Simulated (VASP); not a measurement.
Calculation: r2SCAN meta-GGA, VASP's PBE PAW potentials (set 64) (plane waves; VASP).

VASP ran on this input.

### KPOINTS_OPT
```
k-points along high-symmetry lines
10
Line-mode
Reciprocal
  0.000000   0.000000   0.000000 ! GAMMA
  0.000000   0.500000   0.000000 ! X

  0.000000   0.500000   0.000000 ! X
  0.500000   0.500000   0.000000 ! M

  0.500000   0.500000   0.000000 ! M
  0.000000   0.000000   0.000000 ! GAMMA

  0.000000   0.000000   0.000000 ! GAMMA
  0.500000   0.500000   0.500000 ! R

  0.500000   0.500000   0.500000 ! R
  0.000000   0.500000   0.000000 ! X

  0.500000   0.500000   0.500000 ! R
  0.500000   0.500000   0.000000 ! M
```

KPOINTS:
```
Automatic mesh
0
Gamma
14 14 14
0 0 0
```

INCAR:
```
ALGO = Normal
EDIFF = 1E-7
ENCUT = 400
ISIF = 2
ISMEAR = -5
LASPH = .TRUE.
LCHARG = .FALSE.
LMAXMIX = 4
LMIXTAU = .TRUE.
LORBIT = 11
LREAL = .FALSE.
LWAVE = .FALSE.
METAGGA = R2SCAN
NEDOS = 601
NELM = 100
PREC = Accurate
SYSTEM = Cd
```

POSCAR:
```
Cd
1
    2.9258608864     0.0000000000    -0.0000000000
    0.0000000000     2.9258608864    -0.0000000000
    0.0000000000     0.0000000000     2.9258608864
Cd
1
Direct
  0.0000000000   0.0000000000   0.0000000000
```

POTCAR, in this order: Cd (PBE.64 set). Program: vasp_std.

Output

File OSZICAR:
```
       N       E                     dE             d eps       ncg     rms          rms(c)
DAV:   1     0.339065679526E+02    0.33907E+02   -0.62160E+03  2648   0.961E+02
DAV:   2    -0.226597955186E+02   -0.56566E+02   -0.55043E+02  2488   0.242E+02
DAV:   3    -0.235900388444E+02   -0.93024E+00   -0.92974E+00  2754   0.367E+01
DAV:   4    -0.235912798128E+02   -0.12410E-02   -0.12399E-02  2702   0.123E+00
DAV:   5    -0.235912840696E+02   -0.42567E-05   -0.42531E-05  2740   0.687E-02    0.291E+00
DAV:   6    -0.198757106129E+02    0.37156E+01   -0.30965E+00  2580   0.263E+01    0.452E+00
DAV:   7    -0.199313196181E+02   -0.55609E-01   -0.11543E-01  2532   0.500E+00    0.246E+00
DAV:   8    -0.198636412317E+02    0.67678E-01   -0.10514E-01  2422   0.376E+00    0.412E-01
DAV:   9    -0.199091834539E+02   -0.45542E-01   -0.13662E-01  2416   0.302E+00    0.199E-01
DAV:  10    -0.199387149621E+02   -0.29532E-01   -0.23938E-02  2448   0.162E+00    0.340E-01
DAV:  11    -0.199274979831E+02    0.11217E-01   -0.21048E-02  2404   0.147E+00    0.618E-02
DAV:  12    -0.199323166913E+02   -0.48187E-02   -0.13495E-03  2522   0.288E-01    0.440E-02
DAV:  13    -0.199355483362E+02   -0.32316E-02   -0.33486E-03  2406   0.459E-01    0.136E-02
DAV:  14    -0.199356372017E+02   -0.88865E-04   -0.32742E-04  2588   0.164E-01    0.143E-02
DAV:  15    -0.199354297650E+02    0.20744E-03   -0.93088E-05  2444   0.883E-02    0.160E-02
DAV:  16    -0.199356311652E+02   -0.20140E-03   -0.64467E-05  2434   0.596E-02    0.151E-02
DAV:  17    -0.199356648463E+02   -0.33681E-04   -0.11570E-05  2458   0.333E-02    0.602E-03
DAV:  18    -0.199356753440E+02   -0.10498E-04   -0.39101E-06  2588   0.173E-02    0.135E-03
DAV:  19    -0.199356713710E+02    0.39731E-05   -0.61292E-07  2562   0.700E-03    0.240E-03
DAV:  20    -0.199356721557E+02   -0.78470E-06   -0.12786E-07  2480   0.464E-03    0.506E-04
DAV:  21    -0.199356721280E+02    0.27678E-07   -0.12535E-08  1264   0.161E-03
   1 F= -.19935672E+02 E0= -.19935672E+02  d E =0.000000E+00
       N       E                     dE             ncg
```

**OUTCAR**
```
------------------------ aborting loop because EDIFF is reached ----------------------------------------
  FORCE on cell =-STRESS in cart. coord.  units (eV):
  Direction    XX          YY          ZZ          XY          YZ          ZX
  --------------------------------------------------------------------------------------
  Total        0.0756986      0.0756986      0.0756986      0.0000000      0.0000000     -0.0000000
  in kB        4.8421434      4.8421434      4.8421434      0.0000000      0.0000000     -0.0000000
  external PRESSURE =       4.8421434 kB  Pullay stress =       0.0000000 kB
  volume of cell :       25.05
      direct lattice vectors                 reciprocal lattice vectors
     2.925860886  0.000000000  0.000000000     0.341779749  0.000000000  0.000000000
     0.000000000  2.925860886  0.000000000     0.000000000  0.341779749  0.000000000
     0.000000000  0.000000000  2.925860886     0.000000000  0.000000000  0.341779749
 POSITION                                       TOTAL-FORCE (eV/Angst)
 -----------------------------------------------------------------------------------
      0.00000      0.00000      0.00000         0.000000      0.000000      0.000000
 -----------------------------------------------------------------------------------
    total drift:                               -0.000000      0.000000     -0.000000
  FREE ENERGIE OF THE ION-ELECTRON SYSTEM (eV)
  ---------------------------------------------------
  free  energy   TOTEN  =       -19.9356721280 eV

  energy  without entropy=      -19.9356721280  energy(sigma->0) =      -19.93567213

 total charge

# of ion       s       p       d       tot
------------------------------------------
    1        0.611   0.244   9.486  10.341
```
(Selected blocks of OUTCAR.)

For a metal the tetrahedron method with Blöchl corrections gives inexact stress and forces.

The structure was generated: Cd was put into the simple-cubic type (Pm-3m), which need not be its known phase. It was relaxed first.
